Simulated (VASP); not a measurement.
# GW on NaCl (Halite): a test of the settings, part 3 of 3

How far does the GW correction to the gap of NaCl (Halite) depend on the settings? The starting structure is a measured crystal structure from the Crystallography Open Database. Cell and atoms stay as given.

VASP 6.6.1.

Results so far: G0W0 (response cutoff 100 eV, 4×4×4 mesh) 7.70 eV; G0W0 (response cutoff 160 eV, 4×4×4 mesh) 7.85 eV; G0W0 (response cutoff 240 eV, 4×4×4 mesh) 7.96 eV; GW0 with iterated eigenvalues (response cutoff 160 eV, 4×4×4 mesh) 8.39 eV; G0W0 (response cutoff 100 eV, 5×5×5 mesh) 7.69 eV.

## (7) G0W0 (response cutoff 100 eV, 4×4×4 mesh, 8 empty bands)

Level of this step: G0W0 on LDA; plane waves and PAW (Cl_GW, Na_sv_GW) (VASP).

It reads the orbitals and their derivatives (WAVECAR and WAVEDER) of a run with the empty bands, which follows a ground-state run; neither is shown.

Input file INCAR:

```
SYSTEM = NaCl
PREC = Accurate
ENCUT = 400
ISMEAR = 0
SIGMA = 0.01
LREAL = .FALSE.
GGA = CA
NBANDS = 16
ALGO = EVGW0
NELMGW = 1
ENCUTGW = 100
NOMEGA = 40
PRECFOCK = Fast
NBANDSGW = 16
LWAVE = .FALSE.
LCHARG = .FALSE.
```

Input file POSCAR:

```
NaCl
1.0
    0.0000000000      2.8202800000      2.8202800000
    2.8202800000      0.0000000000      2.8202800000
    2.8202800000      2.8202800000      0.0000000000
Cl Na
1 1
Direct
    0.5000000000      0.5000000000      0.5000000000
    0.0000000000      0.0000000000      0.0000000000
```

Input file KPOINTS:

```
Automatic mesh
0
Gamma
4 4 4
0 0 0
```

The projector-augmented-wave data sets are Cl_GW and Na_sv_GW (LDA family, release 64).

Run with:

```bash
$ mpirun -np 4 vasp_std
```

The program printed:

```text
[banner, memory and clock lines left out]
running    4 mpi-ranks, on    1 nodes
[...]
[... a notice as in an earlier step ...]

 LDA part: xc-table for (Slater(with rela. corr.)+CA(PZ))
 , standard interpolation
 found WAVECAR, reading the header
 POSCAR, INCAR and KPOINTS ok, starting setup
[...]
reading WAVECAR
 the WAVECAR file was read successfully
 initial charge from wavefunction
 available memory per node:    161.95 GB, setting MAXMEM to    165832

 The Fermi energy was updated, please check that it is located mid-gap
 values below the HOMO (VB) or above the LUMO (CB) will cause erroneous energies
 E-fermi :   1.2165

 calculate exact exchange contribution
 the WAVEDER file was read successfully
energies w=
    0.000    0.000    1.925    0.000    3.840    0.000    5.735    0.000
    7.603    0.000    9.438    0.000   11.236    0.000   12.997    0.000
   14.720    0.000   16.409    0.000   18.068    0.000   19.701    0.000
[...]
total number of BLAS operations          5.62 Gflops
NQ=   4    0.2500    0.2500    0.0000,
|.........|.........|.........|.........|.........|.........|.........|.........
 performed         90000 updates of chi_q(r,r)
 total number of BLAS operations          7.84 Gflops
NQ=   5    0.5000    0.2500    0.0000,
|.........|.........|.........|.........|.........|.........|.........|.........
 performed        128000 updates of chi_q(r,r)
 total number of BLAS operations         10.95 Gflops
NQ=   6   -0.2500    0.2500    0.0000,
|.........|.........|.........|.........|.........|.........|.........|.........
 performed        161000 updates of chi_q(r,r)
 total number of BLAS operations         13.49 Gflops
NQ=   7    0.5000    0.5000    0.0000,
|.........|.........|.........|.........|.........|.........|.........|.........
 performed        180000 updates of chi_q(r,r)
 total number of BLAS operations         15.31 Gflops
NQ=   8   -0.2500    0.5000    0.2500,
|.........|.........|.........|.........|.........|.........|.........|.........
 performed        207000 updates of chi_q(r,r)
 total number of BLAS operations         17.52 Gflops
 resolving degeneracies of screened two electron integrals

 calculate QP shifts <psi_nk| G(iteration)W_0 |psi_nk>: iteration 1
 entering main loop
```

The job ended after 12 s (4 MPI ranks of AMD EPYC 7R43, shared host; peak memory 0.43 GiB).

Parts of OUTCAR (step 7):

```text
 QP shifts <psi_nk| G(iteration)W_0 |psi_nk>: iteration 1
 for sc-GW calculations column KS-energies equals QP-energies in previous step
 and V_xc(KS)=  KS-energies - (<T + V_ion + V_H > + <T+V_H+V_ion>^1  + <V_x>^1)
 k-point   1 :       0.0000    0.0000    0.0000
  band No.  KS-energies  QP-energies   sigma(KS)   V_xc(KS)     V^pw_x(r,r')   Z            occupation Imag(sigma)
    ...
      5     -13.7134     -14.8631     -16.4869     -14.8501     -24.1257       0.7024       2.0000       2.4131
      6      -1.1345      -2.0926     -15.7447     -14.5462     -18.7853       0.7993       2.0000       0.2917
      7      -1.1345      -2.0926     -15.7447     -14.5462     -18.7853       0.7993       2.0000       0.2917
      8      -1.1345      -2.0926     -15.7447     -14.5462     -18.7853       0.7993       2.0000       0.2917
      9       3.5676       5.6110      -6.3696      -8.7632      -4.1798       0.8537       0.0000      -0.1798
     10       9.6170      12.3706      -5.4394      -8.6576      -3.4318       0.8556       0.0000      -0.2215
     11       9.6170      12.3706      -5.4394      -8.6576      -3.4318       0.8556       0.0000      -0.2215
     12       9.6170      12.3706      -5.4394      -8.6576      -3.4318       0.8556       0.0000      -0.2215
    ...

[... 1 part as in an earlier step ...]

[... 2 further parts left out ...]
[key lines of the parts left out:]
E-fermi :   1.2165
```

G0W0 (response cutoff 100 eV, 4×4×4 mesh, 8 empty bands): the quasiparticle gap on this mesh is 7.704 eV, +3.002 eV from the LDA gap on the same points, with 16 bands.

## (8) Comparison

```tsv
run	LDA gap on the mesh (eV)	GW gap (eV)	correction (eV)	bands
G0W0 (response cutoff 100 eV, 4×4×4 mesh)	4.702	7.699	2.997	104
G0W0 (response cutoff 160 eV, 4×4×4 mesh)	4.702	7.854	3.152	208
G0W0 (response cutoff 240 eV, 4×4×4 mesh)	4.702	7.961	3.259	380
GW0 with iterated eigenvalues (response cutoff 160 eV, 4×4×4 mesh)	4.702	8.388	3.686	208
G0W0 (response cutoff 100 eV, 5×5×5 mesh)	4.704	7.689	2.985	104
G0W0 (response cutoff 100 eV, 4×4×4 mesh, 8 empty bands)	4.702	7.704	3.002	16
```

## (9) Results

```
gap, G0W0 (response cutoff 100 eV, 4×4×4 mesh)                          : 7.699 eV
gap, G0W0 (response cutoff 160 eV, 4×4×4 mesh)                          : 7.854 eV
gap, G0W0 (response cutoff 240 eV, 4×4×4 mesh)                          : 7.961 eV
gap, GW0 with iterated eigenvalues (response cutoff 160 eV, 4×4×4 mesh) : 8.388 eV
gap, G0W0 (response cutoff 100 eV, 5×5×5 mesh)                          : 7.689 eV
gap, G0W0 (response cutoff 100 eV, 4×4×4 mesh, 8 empty bands)           : 7.704 eV
```

**Reading.** The correction to the LDA gap of NaCl (Halite) is +2.997 eV at a response cutoff of 100 eV, +3.152 eV at a response cutoff of 160 eV, +3.259 eV at a response cutoff of 240 eV. The number of bands rises with the cutoff. On a 5×5×5 mesh in place of 4×4×4 the correction is +2.985 eV against +2.997 eV. Iterating the eigenvalues in G raises the gap by +0.534 eV. With 8 empty bands alone, a slip made on purpose, the correction is +3.002 eV against +2.997 eV. Errors of the two band edges can cancel in a gap, so a value close to the better runs would prove nothing. From a response cutoff of 160 to 240 eV the correction still moves by +0.107 eV, so cutoff and bands aren't shown to be converged. The LDA gap along the bands, from another run on this structure, is 4.696 eV. On the 4×4×4 mesh it is 4.702 eV, so this mesh comes close to the edges. On the 5×5×5 mesh it is 4.704 eV, so this mesh comes close to the edges. Further runs on this material are not shown.

[Lines on the potential files, build, host, timing and source positions are cut from VASP's logs without a mark.]

[Logs are printed without paths, hosts, clocks, repeated set-up lines and the standing remarks that a program may print on its own settings, such as how far it seeks lower states.]

[Hosts, paths, dates, database ids (printed as entryN), source tags and the programs' standing remarks are cut or masked in the printed files.]
